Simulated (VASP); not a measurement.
VASP runs on Co (hcp) share one base input (PBE GGA, plane waves, VASP's PBE PAW potentials (set 64)) and change the settings named in each case.

File KPOINTS:
```
Automatic mesh
0
G
  15 15 8
```

POSCAR:
```
Co
8.140
  0.1541769042  -0.2670422604   0.0000000000
  0.1541769042   0.2670422604   0.0000000000
  0.0000000000   0.0000000000   0.5000000000
Co
2
Cart
  0.1541769042   0.0890142648   0.1250000000
  0.1541769042  -0.0890142648   0.3750000000
```

**INCAR**
```
SYSTEM  =  Co
PREC  =  Accurate; ENCUT  =  400; LREAL  =  .FALSE.
LASPH  =  .TRUE.
EDIFF  =  1E-6; NELM  =  100; ALGO  =  Normal
LMAXMIX  =  4
ISMEAR  =  1; SIGMA  =  0.1
GGA  =  PE
ISPIN  =  2; MAGMOM  =  2*1.8
ISIF  =  2
LWAVE  =  .FALSE.; LCHARG  =  .FALSE.; LORBIT  =  10
```

POTCAR, in this order: Co (PBE.64 set). Program: vasp_std.

| change | E(σ→0) (eV/atom) | pressure (GPa) | moment (μB) | −TS (eV) |
|---|---|---|---|---|
| base run | -7.0332 | -5.40 | 3.28 | -0.0002 |
| ISPIN = 1, the spin start removed | -6.7764 | -16.37 | - | -0.0005 |
| MAGMOM = 0 0 | -6.7764 | -16.44 | 0.00 | -0.0005 |
| MAGMOM = 0.36 0.36 | -7.0332 | -5.38 | 3.28 | -0.0002 |
| MAGMOM = 3.8 3.8 | -7.0332 | -5.47 | 3.28 | -0.0002 |
| MAGMOM = 1.8 -1.8 | ? | ? | 0.00 | ? |
| NUPDOWN = 0 | -6.7764 | -16.67 | 0.00 | -0.0005 |
| NUPDOWN = 1 | -6.8088 | -15.58 | 1.00 | -0.0014 |
| NUPDOWN = 2 | -6.9005 | -12.75 | 2.00 | -0.0021 |
| NUPDOWN = 3 | -7.0196 | -7.47 | 3.00 | 0.0001 |

Question: What belongs in the gaps?

Answer: 
- MAGMOM = 1.8 -1.8, E(σ→0) (eV/atom): -6.7931
- MAGMOM = 1.8 -1.8, pressure (GPa): -10.80
- MAGMOM = 1.8 -1.8, −TS (eV): 0.0016

Left out are runs that ran out of time, are held back, or changed the cell or the kind of run, fixed moments of cells without a moment, rows past the twelfth, gaps on odd meshes, pressures of charged cells and columns that move by less than the noise.

The compound is Co in the hcp structure. The cell was not relaxed at this level.
